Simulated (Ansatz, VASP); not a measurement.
# Cross-check of CdPbO2 between VASP and Ansatz, part 2 of 2

One calculation is typed for both programs; each brings its own data sets. How far apart do they land? The cell is invented: As first built, before any earlier steps moved the atoms (in the runner's words): it takes the EuO structure with some of its atoms replaced by other elements, volume scaled by an estimate. It may not be a known or stable phase. The cell is taken from a series of VASP runs on this material, whose earlier steps may have relaxed, scaled or displaced it; both programs get it as it stands. Valence electrons are named where the data sets of a main pair hold unlike numbers.

VASP 6.6.1 and Ansatz 0.2.0.

So far: Set-up; VASP: relaxation of cell and atoms, revPBE.

## 3. Ansatz: relaxation of cell and atoms, revPBE

Level of this step: Ansatz beside VASP: Kohn-Sham DFT, plane waves, revPBE (Ansatz).

Ansatz runs on its default PAW (the set named soft_2) files.

The same cell, functional, mesh and smearing now go to Ansatz, which takes its cutoff from its data sets.

File input.yaml:

```yaml
crystal:
  lattice:
    - [1.8028732746, 1.0399087881, 5.8548408103]
    - [-1.7796633387, 1.0331908436, 5.848900072]
    - [0.0057871063, -2.0613728058, 5.8497912698]
  atoms:
    - { symbol: Pb, position: [0.5005874725, 0.5028723775, 0.4982743363] }
    - { symbol: Cd, position: [0.0041547155, 0.9984925429, 0.9990135346] }
    - { symbol: O, position: [0.7431749302, 0.7418020698, 0.7417481565] }
    - { symbol: O, position: [0.2540388818, 0.2626000098, 0.2610619726] }
hamiltonian:
  xc: revpbe
  pseudopotentials: { kind: paw }
kpoints:
  mp_grid: { grid: [7, 7, 7] }
scf:
  occupations: { method: fermi_dirac, width: 0.05 }
relax:
  f_tol: 0.01
  max_steps: 60
  cell: { stress_tol: 0.05 }
output:
  forces: true
  stress: true
```

Started as:

```
$ ansatz run input.yaml --threads 4 --pin off --max-ram 9216MiB --backend cpu --events-out ev --progress --plain --runs-dir out
```

Numbers of over 12 decimals in the logs are rounded to 6 here.

What it wrote:

```text
basis.fft_grid_basis auto: the FFT boxes are laid along the combinations [[1, -1, 0], [0, 1, -1], [0, 1, 0]] of the cell's own vectors, 3.583, 3.573 and 6.200 Å long. The dense box has 24×24×45 points. Along the cell's own vectors, as sized, it would have 45×45×45, 3.52 times as many. basis.fft_grid_basis: typed keeps the cell's own vectors: state it where this run's energies or levels are differenced outside the engine with another run's, or held beside a run that keeps those vectors.
Engine: ansatz 0.2.0, aarch64-unknown-linux-gnu
Pseudopotentials: kind: paw
Pseudopotential: Pb, paw, valence charge 14, recommended cutoff 420 eV (normal), Pb.paw.azcp
Pseudopotential: Cd, paw, valence charge 20, recommended cutoff 420 eV (normal), Cd.paw.azcp
Pseudopotential: O, paw, valence charge 6, recommended cutoff 420 eV (normal), O.paw.azcp
Functional definition: revPBE
  parameter kappa = 1.245
  parameter beta = 0.066725
  exchange = pbe_x(kappa = kappa, mu = beta*pi^2/3)
  correlation = pbe_c(beta = beta)
Crystal: 4 atoms, lattice volume = 64.938 Å³
Basis set: ecut = 420 eV, 1237 PW (Γ), FFT grids on a1−a2, a2−a3, a2, exchange–correlation on 48×48×90 points (8 copies of the dense FFT grid, shifted against one another)
Bands: 28, of which v1, the nominal top of the filled ones, is band 23 counted from 1 (22 counted from 0)
Symmetry: 1 space group operations
Space group: P1 (ITA 1), of the structure as read, at distance tolerance 4.0e-5 Å
k-points: 172 of 343 (time reversal used)
Non-local potential: Pb, projectors of the file, l = 0: 2, l = 1: 2, l = 2: 2, l = 3: 2
Non-local potential: Cd, projectors of the file, l = 0: 3, l = 1: 2, l = 2: 2, l = 3: 1
Non-local potential: O, projectors of the file, l = 0: 2, l = 1: 2, l = 2: 1
PAW form: soft (Blöchl's): semilocal exchange-correlation on the pseudo side does not see the compensation charge
PAW frozen core: Pb, regenerated for the run's functional, and the local potential with it (the file was generated under x = pbe(κ = 0.804, μ = 0.219515), c = pbe(β = 0.066725))
PAW frozen core: Cd, regenerated for the run's functional, and the local potential with it (the file was generated under x = pbe(κ = 0.804, μ = 0.219515), c = pbe(β = 0.066725))
PAW frozen core: O, regenerated for the run's functional, and the local potential with it (the file was generated under x = pbe(κ = 0.804, μ = 0.219515), c = pbe(β = 0.066725))
PAW one-centre angular grid: Pb, 590 points (default); XC on 64 Gauss nodes
PAW one-centre angular grid: Cd, 590 points (default); XC on 64 Gauss nodes
PAW one-centre angular grid: O, 110 points (default); XC on 64 Gauss nodes
Initial density: superposition of atomic densities (neutral atoms: chi_scale 0, normalization atom), corrected by the library's trained network
Initial wavefunctions: pseudopotential atomic-orbital guess
Functional: x = revpbe(κ = 1.245, μ = 0.219515), c = pbe(β = 0.066725)
SCF iter   1: F=—  HF=-21313.747537 eV  |F-HF|=—  |Δ(HF+E_count)|=         —  Δρ=4.87e-3  dr2=1.52e-2  ethr=1.77e-3  ⟨swp⟩=6.0  Hψ=19248  notcnv=0
preconditioner: auto → Resta (q_TF=auto, 2.576 Å⁻¹)  ε∞=5.0  [insulator: Δε(μ)=0.561 eV  Ē_g=14.143 eV  σ=0.050 eV  W_gap=0.99  n_scr=22 (ndim 8)  ℏωp=28.4 eV  f_vac=0.001  D(μ)=0.01/eV (n_scr^D=0)  ε∞_Penn≈5.0]
SCF iter   2: F=—  HF=-21313.745982 eV  |F-HF|=—  |Δ(HF+E_count)|=   1.55e-3  Δρ=2.19e-3  dr2=3.42e-3  ethr=3.30e-5  ⟨swp⟩=3.0  Hψ=9345  notcnv=0  defer=46
SCF iter   3: F=—  HF=-21313.745547 eV  |F-HF|=—  |Δ(HF+E_count)|=   4.35e-4  Δρ=5.80e-4  dr2=2.65e-4  ethr=7.44e-6  ⟨swp⟩=2.3  Hψ=7931  notcnv=0  defer=46
SCF iter   4: F=—  HF=-21313.745573 eV  |F-HF|=—  |Δ(HF+E_count)|=   2.60e-5  Δρ=1.30e-4  dr2=9.49e-6  ethr=5.76e-7  ⟨swp⟩=2.0  Hψ=6461  notcnv=0  defer=46
SCF iter   5: F=—  HF=-21313.745587 eV  |F-HF|=—  |Δ(HF+E_count)|=   1.36e-5  Δρ=4.19e-5  dr2=8.03e-7  ethr=2.06e-8  ⟨swp⟩=2.0  Hψ=6739  notcnv=0  defer=46
SCF iter   6: F=-21313.745589 eV  HF=-21313.745589 eV  |F-HF|=5.38e-8  |Δ(HF+E_count)|=   2.00e-6  Δρ=7.24e-6  dr2=2.49e-8  ethr=2.17e-10  ⟨swp⟩=5.0  Hψ=18492  notcnv=0
SCF 1 converged in 6 iterations: F = -21313.745589 eV  dr2 = 2.49e-8
  greatest PAW one-centre occupation: 1.000 electrons in one spin orbital (limit 2), on the Cd atom at site 1 (counted from 0), in its partial waves of l = 1
relax step   1: F+E_penalty+E_count = -21313.74558880 eV  Δ(F+E_penalty+E_count) = +0.000e0 eV  max|allowed force component| = 4.597e-2 eV/Å  Δτ_max = 0.0000 Å  P = -0.270 GPa  Ω = 64.938 Å³  (6 SCF iters, dr2 threshold 1.00e-7 eV, accepted)
[...]
relax step   2: F+E_penalty+E_count = -21313.74673892 eV  Δ(F+E_penalty+E_count) = -1.150e-3 eV  max|allowed force component| = 2.267e-2 eV/Å  Δτ_max = 0.0084 Å  P = +0.050 GPa  Ω = 64.696 Å³  energy of the carried Pulay correction = +5.595e-4 eV  (6 SCF iters, dr2 threshold 3.25e-7 eV, accepted)
[...]
relax step   3: F+E_penalty+E_count = -21313.74688278 eV  Δ(F+E_penalty+E_count) = -1.439e-4 eV  max|allowed force component| = 1.516e-2 eV/Å  Δτ_max = 0.0026 Å  P = +0.076 GPa  Ω = 64.686 Å³  energy of the carried Pulay correction = +5.829e-4 eV  (6 SCF iters, dr2 threshold 3.51e-8 eV, accepted)
[...]
relax step   4: F+E_penalty+E_count = -21313.74688039 eV  Δ(F+E_penalty+E_count) = +2.390e-6 eV  max|allowed force component| = 6.971e-3 eV/Å  Δτ_max = 0.0034 Å  P = +0.017 GPa  Ω = 64.726 Å³  energy of the carried Pulay correction = +4.912e-4 eV  (6 SCF iters, dr2 threshold 3.61e-8 eV, accepted)
[...]
relax step   5: F+E_penalty+E_count = -21313.74694643 eV  Δ(F+E_penalty+E_count) = -6.604e-5 eV  max|allowed force component| = 6.731e-4 eV/Å  Δτ_max = 0.0084 Å  P = -0.001 GPa  Ω = 64.732 Å³  energy of the carried Pulay correction = +4.776e-4 eV  (6 SCF iters, dr2 threshold 6.72e-9 eV, accepted)
[...]
relax step   6: F+E_penalty+E_count = -21313.74655557 eV  Δ(F+E_penalty+E_count) = +3.909e-4 eV  max|allowed force component| = 6.800e-4 eV/Å  Δτ_max = 0.0000 Å  P = -0.013 GPa  Ω = 64.732 Å³  stress off target by 3.00e-2 GPa  SCF on the basis re-selected at this cell (its energy is not comparable with the rows above)  (8 SCF iters)
basis re-selected at this cell: Δ(F+E_penalty+E_count) = +3.909e-4 eV, ΔP = -0.012 GPa vs the last step (what re-selecting the basis moved, of the pressure what is left beyond the Pulay correction that the steps carried, after the strain that the cell walked since its last selection, with what the two solves' SCF thresholds leave and, on support functions, any second-order correction that the steps lacked; it is no m [...]
SCF converged after 8 iterations
Free energy (F): -21313.746556 eV
Harris-Foulkes:  -21313.746556 eV  (|F-HF|=0.00e0)
Internal energy: -21313.746434 eV  (E = F + TS)
E sigma→0 (E₀):  -21313.746495 eV
Entropy (-TS):   -0.000122 eV (-0.030 meV/atom)
Fermi energy:    10.930074 eV
--- Per-component energies (eV) ---
  E_band       = -425.448910
  E_kinetic    = 1137.703105
  E_local      = -4815.884077  (includes V_loc(G=0)·N_el)
  E_nonlocal   = 479.559499
  E_hartree    = 2128.230715
  E_xc         = -545.829277
  E_vxc        = -541.644504  (∫ρ·V_xc dr)
  E_paw        = -14821.301977  (= ΣΔE_a)
  E_vpaw       = -941.649083  (= ΣTr[D̂ρ^β])
  E_aug_tail   = 0.004721  (compensation charges beyond the density's cutoff)
  E_ewald      = -4876.173052
  E_core_change = -0.056090  (= ΣΔE_core)
  E_smearing   = -0.000122  (= −TS)
  E_closure    = -0.000000  (closes the sum)
  Σ components = -21313.746556   (vs F -21313.746556, Δ=0.00e0)
--- Forces (eV/Å), atoms counted from 1 ---
  atom   1  Pb    -0.00040277    -0.00044096     0.00006306
  atom   2  Cd    -0.00014422    -0.00012919     0.00003229
  atom   3  O     -0.00013297     0.00010226    -0.00000542
  atom   4  O      0.00067995     0.00046789    -0.00008992
  max |Σ_I F_I| component: 1.68e-8 eV/Å
--- Stress (GPa, compression-positive) ---
       -0.017388      -0.009788      -0.009982
       -0.009788      -0.009809      -0.003921
       -0.009982      -0.003921      -0.011134
  P = ⅓ Tr σ = -0.0128 GPa (-0.128 kbar)
--- Relaxed structure (5 steps of the walk, 5 accepted, 1 SCFs on fresh bases) ---
  F+E_penalty+E_count = -21313.74655557 eV   max|allowed force component| = 6.800e-4 eV/Å   (the final SCF, on the basis selected at the relaxed cell)
  cell:  # Å, volume = 64.7315 Å³
    - [1.789188, 1.032831, 5.850791]
    - [-1.785647, 1.031801, 5.849855]
    - [0.000877835, -2.062879, 5.850003]
  atoms:
    - { symbol: Pb, position: [0.501291, 0.501242, 0.499410] }
    - { symbol: Cd, position: [0.000484125, 1.001435, 1.000024] }
    - { symbol: O, position: [0.741602, 0.742508, 0.741378] }
    - { symbol: O, position: [0.258578, 0.260581, 0.259286] }
```

It took 37 s on 4 threads of Arm Neoverse V1, shared host; peak memory 0.55 GiB.

## 4. Side by side

Known differences besides the potentials themselves: both relaxations stop at a tolerance, which leaves soft axes loose, and VASP keeps its plane-wave basis; the data sets hold 46 valence electrons in Ansatz (on its default PAW (the set named soft_2) files) and 38 in VASP; the cutoff is 420 eV in Ansatz and 520 eV in VASP; Ansatz makes its cores anew for this functional, VASP keeps those of its PBE data sets; VASP leaves aspherical gradient terms in its spheres out (LASPH is not set), Ansatz keeps them; Ansatz adds a Pulay correction to the stress that steers its cell, VASP none. Total energies have different zeros and are not compared.

Compared:

| quantity | Ansatz | VASP | difference |
| --- | --- | --- | --- |
| volume (Å³) | 64.73 | 64.95 | -0.33 % |
| edge a after relaxation, in the typed setting (Å) | 6.205 | 6.210 | -0.09 % |
| edge b after relaxation, in the typed setting (Å) | 6.203 | 6.207 | -0.07 % |

The walks stopped with -0.01 GPa left in Ansatz and 0.01 GPa in VASP; each walk ends within a tolerance, so the volume difference is uncertain by about these residues over the bulk modulus, most in soft cells. Found at a tolerance of 0.01 Å, the end structures differ in symmetry: R-3m in Ansatz, C2 in VASP; the atoms lie within 0.05 Å of each other, which can come from where the walks stopped or from unlike electronic states.

## 5. VASP: elastic constants, revPBE

Elastic constants are differences of stresses under small strains, so they test the stress and the mesh.

File INCAR:

```
SYSTEM = CdPbO2
PREC = Accurate
ENCUT = 560
EDIFF = 1E-07
NELM = 100
ISMEAR = -1
SIGMA = 0.05
LREAL = .FALSE.
ALGO = Normal
GGA = RE
NBANDS = 25
LORBIT = 11
LWAVE = .FALSE.
LCHARG = .FALSE.
KPAR = 2
IBRION = 6
NFREE = 2
POTIM = 0.015
ISIF = 3
NSW = 1
```

File POSCAR:

```
CdPbO2
1.0
    3.0985697600     -1.7901685800      0.0000000000
    3.0985697600      1.7901685800      0.0000000000
   -2.0630447900      0.0000000000      5.8541862400
Pb Cd O
1 1 2
Direct
    0.4981870620      0.5018129380      0.5000000000
    0.0000853920      0.9999146080      0.0000000000
    0.7416981740      0.7427466730      0.2244488730
    0.2572533270      0.2583018260      0.7755511270
```

File KPOINTS:

```
Automatic mesh
0
Gamma
7 7 4
0 0 0
```

Potentials, in the order of the species: Pb_d, Cd and O (PBE family, release 64).

The cell reached was symmetrised within 0.01 Å before this step, which raises the operations from 1 to 2, which the run then keeps.

Started as:

```
$ mpirun -np 2 vasp_std
```

What it wrote:

```text
[banner, memory and clock lines left out]
running    2 mpi-ranks, on    1 nodes
[...]
[... a notice as in an earlier step ...]

 LDA part: xc-table for (Slater+PW92), standard interpolation
 POSCAR, INCAR and KPOINTS ok, starting setup
[...]
entering main loop
       N       E                     dE             d eps       ncg     rms          rms(c)
DAV:   1     0.412029610344E+03    0.41203E+03   -0.21151E+04  3016   0.186E+03
DAV:   2     0.175376498587E+02   -0.39449E+03   -0.37938E+03  3281   0.470E+02
DAV:   3    -0.196929522762E+02   -0.37231E+02   -0.36315E+02  3573   0.149E+02
DAV:   4    -0.208085500682E+02   -0.11156E+01   -0.11116E+01  3391   0.276E+01
[...]
DAV:  15    -0.166662553138E+02    0.20381E-06   -0.41432E-07  3528   0.574E-03    0.156E-03
DAV:  16    -0.166662551448E+02    0.16902E-06   -0.10096E-07  2153   0.260E-03    0.386E-04
DAV:  17    -0.166662551511E+02   -0.63224E-08   -0.21952E-08  1592   0.123E-03
   1 F= -.16666255E+02 E0= -.16666048E+02  d E =-.414303E-03
[... from here on, the cycles between the ionic steps are left out ...]
   2 F= -.16659506E+02 E0= -.16659286E+02  d E =-.439905E-03
  21 F= -.16665981E+02 E0= -.16665774E+02  d E =-.414253E-03
  22 F= -.16666118E+02 E0= -.16665911E+02  d E =-.414339E-03
  23 F= -.16665873E+02 E0= -.16665666E+02  d E =-.414234E-03
  24 F= -.16665538E+02 E0= -.16665331E+02  d E =-.414925E-03
  25 F= -.16665538E+02 E0= -.16665331E+02  d E =-.414927E-03
  26 F= -.16665922E+02 E0= -.16665715E+02  d E =-.414963E-03
  27 F= -.16666217E+02 E0= -.16666010E+02  d E =-.413834E-03
  28 F= -.16666036E+02 E0= -.16665829E+02  d E =-.414422E-03
  29 F= -.16666108E+02 E0= -.16665901E+02  d E =-.414139E-03
  30 F= -.16665753E+02 E0= -.16665531E+02  d E =-.443791E-03
  31 F= -.16665770E+02 E0= -.16665577E+02  d E =-.387545E-03
 Finite differences progress:
  Degree of freedom:  15/ 15
  Displacement:        2/  2
  Total:              30/ 30
```

OUTCAR, selected parts (step 5):

```text
  Total       -0.0257787     -0.0135900     -0.0388437     -0.0000755      0.0001411      0.0037859
  in kB       -0.6359465     -0.3352580     -0.9582508     -0.0018625      0.0034817      0.0933950
  external PRESSURE =      -0.6431518 kB  Pullay stress =       0.0000000 kB

 POSITION                                       TOTAL-FORCE (eV/Angst)
 -----------------------------------------------------------------------------------
      2.06705      0.00649      2.92709        -0.000122     -0.003283     -0.003685
      3.09857      1.78986      0.00000         0.000513      0.008395     -0.001407
      4.13661      0.00188      1.29897        -0.010098     -0.002737      0.064976
     -0.00251      0.00188      4.54022         0.009706     -0.002375     -0.059884
 -----------------------------------------------------------------------------------
    total drift:                               -0.000106     -0.000024      0.000480

  FREE ENERGIE OF THE ION-ELECTRON SYSTEM (eV)
  ---------------------------------------------------
  free  energy   TOTEN  =       -16.6657703919 eV

  energy  without entropy=      -16.6653828469  energy(sigma->0) =      -16.66557662

[... 3 further parts left out ...]
[key lines of the parts left out:]
E-fermi :   4.4424
```

The last energy, forces, stress and levels in OUTCAR belong to the last displaced cell, not to the cell of POSCAR.

Levels, forces or a CONTCAR printed for this step are those of its last displaced cell, not of the structure at rest.

## 6. Ansatz: elastic constants, revPBE

The same cell, functional, mesh and smearing now go to Ansatz, which takes its cutoff from its data sets.

The cell is taken from a series of VASP runs on this material, whose earlier steps may have relaxed, scaled or displaced it; both programs get it as it stands.

input.yaml, the sections that differ from step 3:

```yaml
crystal:
  lattice:
    - [3.09856976, -1.79016858, 0.0]
    - [3.09856976, 1.79016858, 0.0]
    - [-2.06304479, 0.0, 5.85418624]
  atoms:
    - { symbol: Pb, position: [0.498187062, 0.501812938, 0.5] }
    - { symbol: Cd, position: [8.5392e-05, 0.999914608, 0.0] }
    - { symbol: O, position: [0.741698174, 0.742746673, 0.224448873] }
    - { symbol: O, position: [0.257253327, 0.258301826, 0.775551127] }
kpoints:
  mp_grid: { grid: [7, 7, 4] }
elastic:
  mode: relaxed_ion
  stencil: two_point
# hamiltonian, scf, output: as in step 3
# relax: removed
```

Started as:

```
$ ansatz run input.yaml --threads 4 --pin off --max-ram 9216MiB --backend cpu --events-out ev --progress --plain --runs-dir out
```

What it wrote:

```text
[...]
Crystal: 4 atoms, lattice volume = 64.946 Å³
Basis set: ecut = 420 eV, 1237 PW (Γ), exchange–correlation on 48×48×90 points (8 copies of the dense FFT grid, shifted against one another)
Bands: 28, of which v1, the nominal top of the filled ones, is band 23 counted from 1 (22 counted from 0)
Symmetry: 2 space group operations
[...]
k-points: 60 of 196 (time reversal used)
[...]
2.000e-3       0.0771      -21313.7457785      13   34772   1288   relax 5 steps, max|allowed force component| 1.64e-6 eV/Å
[...]
δ    σ_12 (GPa)             F (eV)   n_scf  n_hpsi   n_pw
    -2.000e-3      -0.0560      -21313.7457861      13   57438   1288   relax 6 steps, max|allowed force component| 2.87e-6 eV/Å
     2.000e-3       0.0560      -21313.7457861      13   57394   1288   relax 5 steps, max|allowed force component| 8.05e-6 eV/Å
[key lines of the parts left out:]
SCF converged after 14 iterations
Free energy (F): -21313.745810 eV
Fermi energy:    10.798727 eV
P = ⅓ Tr σ = -0.3252 GPa (-3.252 kbar)
```

Wall time 4 min (4 threads); peak memory 0.49 GiB; 15 min of CPU time.

## 7. Differences

What differs besides the data sets and the points named for the pairs above, as far as they apply: the data sets hold 46 valence electrons in Ansatz (on its default PAW (the set named soft_2) files) and 38 in VASP; the cutoff is 420 eV in Ansatz and 560 eV in VASP; VASP takes each elastic constant from one size of strain, Ansatz from those that its log lists. Total energies have different zeros and are not compared.

Both answers:

| quantity | Ansatz | VASP | difference |
| --- | --- | --- | --- |
| C11 (GPa) | 135.0 | 138.2 | -2.33 % |
| C22 (GPa) | 134.1 | 137.4 | -2.36 % |
| C33 (GPa) | 149.1 | 149.3 | -0.14 % |
| C12 (GPa) | 78.5 | 77.9 | +0.86 % |
| C13 (GPa) | 67.0 | 68.2 | -1.76 % |
| C23 (GPa) | 66.7 | 68.1 | -2.01 % |
| C44 (GPa) | 31.8 | 33.5 | -5.22 % |
| C55 (GPa) | 31.8 | 33.4 | -4.97 % |
| C66 (GPa) | 28.0 | 29.7 | -5.79 % |

## 8. Outcome

| Item | Value |
| --- | --- |
| difference in volume (relaxation of cell and atoms, revPBE) | -0.33 % |
| difference in C66 (elastic constants, revPBE) | -5.8 % |

The difference in C66 is -5.8 % (elastic constants, revPBE), beyond the 5 % picked in this series as the mark of a large difference. The data sets hold unlike numbers of valence electrons (46 in Ansatz and 38 in VASP), so part of the differences comes from the potentials. How closely two codes agree says nothing of how well the functional describes the real material.

[Lines on the potential files, build, host, timing and source positions are cut from VASP's logs without a mark.]

[Logs are printed without paths, hosts, clocks, repeated set-up lines and the standing remarks that a program may print on its own settings, such as how far it seeks lower states.]

[Hosts, paths, dates, database ids (printed as entryN), source tags and the programs' standing remarks are cut or masked in the printed files.]
